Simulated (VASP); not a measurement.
Set up this calculation in VASP 6.6.1, as the native input.

```yaml
Task: band structure
Functional: HSE06
Potentials_or_basis: VASP PAW PBE potentials, release 64 (Sr_sv, Ti_sv, O)
Cutoff: 450 eV
k_mesh: 6 × 6 × 6
Occupations: gaussian, width 0.02 eV
Spin: no spin polarisation
Grid_for_exact_exchange_PRECFOCK: Fast
Screening_parameter: 0.2 1/A
Further_INCAR_settings: ALGO = Normal; EDIFF = 1e-06; NBANDS = 28
```

Crystal: SrTiO3.

```xyz
5
Lattice="3.9399 0.0000 0.0000 0.0000 3.9399 0.0000 0.0000 0.0000 3.9399" Properties=species:S:1:pos:R:3 pbc="T T T"
Sr    0.0000    0.0000    0.0000
Ti    1.9699    1.9699    1.9699
O     1.9699    0.0000    1.9699
O     1.9699    1.9699    0.0000
O     0.0000    1.9699    1.9699
```

The cell is a database's computed one.

One way to write it, as run:

POSCAR

```
SrTiO3                                  
1.0
    3.9398812846      0.0000000000      0.0000000000
    0.0000000000      3.9398812846      0.0000000000
    0.0000000000      0.0000000000      3.9398812846
  Sr              Ti              O             
     1     1     3
Direct
     0.0000000000000000    0.0000000000000000    0.0000000000000000
     0.5000000000000000    0.5000000000000000    0.5000000000000000
     0.5000000000000000    0.0000000000000000    0.5000000000000000
     0.5000000000000000    0.5000000000000000    0.0000000000000000
     0.0000000000000000    0.5000000000000000    0.5000000000000000
```

INCAR.step1

```
SYSTEM = SrTiO3
PREC = Accurate
ENCUT = 450
EDIFF = 1E-5
ISMEAR = 0
SIGMA = 0.02
LREAL = .FALSE.
LASPH = .TRUE.
NELM = 120
ALGO = Normal
ISIF = 2
LWAVE = .TRUE.
LCHARG = .FALSE.
LMAXMIX = 4
NBANDS = 28
KPAR = 4
GGA = PE
```

INCAR.step2

```
SYSTEM = SrTiO3
PREC = Accurate
ENCUT = 450
EDIFF = 1E-6
ISMEAR = 0
SIGMA = 0.02
LREAL = .FALSE.
LASPH = .TRUE.
NELM = 120
ALGO = Normal
ISIF = 2
LWAVE = .FALSE.
LCHARG = .FALSE.
LMAXMIX = 4
GGA = PE
LHFCALC = .TRUE.
HFSCREEN = 0.2
PRECFOCK = Fast
NBANDS = 28
KPAR = 4
ISTART = 1
```

KPOINTS

```
Automatic mesh
0
G
  6 6 6
  0 0 0
```

KPOINTS_OPT

```
path GXMGRX,MR
8
line-mode
reciprocal
 0.0000000000  0.0000000000  0.0000000000  G
 0.0000000000  0.5000000000  0.0000000000  X

 0.0000000000  0.5000000000  0.0000000000  X
 0.5000000000  0.5000000000  0.0000000000  M

 0.5000000000  0.5000000000  0.0000000000  M
 0.0000000000  0.0000000000  0.0000000000  G

 0.0000000000  0.0000000000  0.0000000000  G
 0.5000000000  0.5000000000  0.5000000000  R

 0.5000000000  0.5000000000  0.5000000000  R
 0.0000000000  0.5000000000  0.0000000000  X

 0.5000000000  0.5000000000  0.0000000000  M
 0.5000000000  0.5000000000  0.5000000000  R
```

Potentials or basis: VASP PAW PBE potentials, release 64 (Sr_sv, Ti_sv, O).

Launch:

```bash
$ cat potpaw_PBE.64/Sr_sv/POTCAR potpaw_PBE.64/Ti_sv/POTCAR potpaw_PBE.64/O/POTCAR > POTCAR
$ cp INCAR.step1 INCAR
$ mpirun -np 4 vasp_std > vasp.out
$ cp INCAR.step2 INCAR
$ mpirun -np 4 vasp_std > vasp.out
```

It gave:

- Band gap on the k mesh: 3.26 eV, indirect (least direct gap 3.65 eV)
- Band gap along the path: 3.26 eV, indirect (least direct gap 3.65 eV)

Run time: 59 min on 4 MPI ranks on AMD EPYC 9R45 96-Core Processor (Zen 5), with other jobs on the host, peak memory 0.36 GiB a rank.
